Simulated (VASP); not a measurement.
Method: revPBE GGA, VASP's PBE PAW potentials (set 64) (plane waves; VASP 6.6.1).

VASP ran on this input.

### INCAR
```
ALGO  =  Normal
EDIFF  =  1E-7
ENCUT  =  520
GGA  =  RE
ISIF  =  2
ISMEAR  =  0
LASPH  =  T
LCHARG  =  F
LMAXMIX  =  6
LREAL  =  F
LWAVE  =  F
NELM  =  100
PREC  =  Accurate
SIGMA  =  0.05
SYSTEM  =  HfO2
```

### KPOINTS
```
Automatic mesh
0
Gamma
8 8 8
0 0 0
```

### POSCAR
```
HfO2
1
    0.0000000000     2.5229457435     2.5229457435
    2.5229457435     0.0000000000     2.5229457435
    2.5229457435     2.5229457435     0.0000000000
Hf O
1 2
Direct
  0.0000000000   0.0000000000   0.0000000000
  0.2500000000   0.2500000000   0.2500000000
  0.7500000000   0.7500000000   0.7500000000
```

POTCAR, in this order: Hf_pv O (PBE.64 set). Program: vasp_std.

Output

### OSZICAR
```
       N       E                     dE             d eps       ncg     rms          rms(c)
DAV:   1     0.104347330740E+03    0.10435E+03   -0.13228E+04   870   0.146E+03
DAV:   2    -0.311799541066E+02   -0.13553E+03   -0.13059E+03  1122   0.325E+02
DAV:   3    -0.347623846169E+02   -0.35824E+01   -0.35803E+01  1080   0.532E+01
DAV:   4    -0.347807466262E+02   -0.18362E-01   -0.18360E-01  1115   0.414E+00
DAV:   5    -0.347808976936E+02   -0.15107E-03   -0.15106E-03  1087   0.337E-01    0.495E+01
DAV:   6    -0.291509955449E+02    0.56299E+01   -0.29153E+01   968   0.388E+01    0.437E+01
DAV:   7    -0.290849699461E+02    0.66026E-01   -0.73863E-01  1094   0.804E+00    0.291E+01
DAV:   8    -0.290783376598E+02    0.66323E-02   -0.21738E-01  1087   0.498E+00    0.593E+00
DAV:   9    -0.290675562381E+02    0.10781E-01   -0.44211E-02  1066   0.187E+00    0.166E+00
DAV:  10    -0.290680261103E+02   -0.46987E-03   -0.55050E-03  1035   0.589E-01    0.363E-01
DAV:  11    -0.290679978066E+02    0.28304E-04   -0.36801E-04  1059   0.164E-01    0.264E-01
DAV:  12    -0.290680274185E+02   -0.29612E-04   -0.12850E-04  1137   0.815E-02    0.772E-02
DAV:  13    -0.290680292628E+02   -0.18442E-05   -0.31542E-06  1073   0.152E-02    0.227E-02
DAV:  14    -0.290680297234E+02   -0.46063E-06   -0.11639E-06  1031   0.855E-03    0.348E-03
DAV:  15    -0.290680296740E+02    0.49405E-07   -0.59704E-08   764   0.221E-03
   1 F= -.29068030E+02 E0= -.29068030E+02  d E =-.952454E-16
```

**OUTCAR**
```
------------------------ aborting loop because EDIFF is reached ----------------------------------------
  FORCE on cell =-STRESS in cart. coord.  units (eV):
  Direction    XX          YY          ZZ          XY          YZ          ZX
  --------------------------------------------------------------------------------------
  Total        1.5731468      1.5731468      1.5731468     -0.0000000     -0.0000000     -0.0000000
  in kB       78.4740552     78.4740552     78.4740552     -0.0000000     -0.0000000     -0.0000000
  external PRESSURE =      78.4740552 kB  Pullay stress =       0.0000000 kB
  volume of cell :       32.12
      direct lattice vectors                 reciprocal lattice vectors
     0.000000000  2.522945743  2.522945743    -0.198181036  0.198181036  0.198181036
     2.522945743  0.000000000  2.522945743     0.198181036 -0.198181036  0.198181036
     2.522945743  2.522945743  0.000000000     0.198181036  0.198181036 -0.198181036
 POSITION                                       TOTAL-FORCE (eV/Angst)
 -----------------------------------------------------------------------------------
      0.00000      0.00000      0.00000        -0.000000     -0.000000     -0.000000
      1.26147      1.26147      1.26147         0.000000      0.000000      0.000000
      3.78442      3.78442      3.78442        -0.000000     -0.000000     -0.000000
 -----------------------------------------------------------------------------------
    total drift:                                0.000000      0.000000      0.000000
  FREE ENERGIE OF THE ION-ELECTRON SYSTEM (eV)
  ---------------------------------------------------
  free  energy   TOTEN  =       -29.0680296740 eV

  energy  without entropy=      -29.0680296740  energy(sigma->0) =      -29.06802967
```
(Selected blocks of OUTCAR.)

The compound is HfO2 in the fluorite structure, the high-temperature cubic form, which is unstable at 0 K; the monoclinic form is the stable one. This cell is one point of a volume scan, at 0.97 of the reference volume.
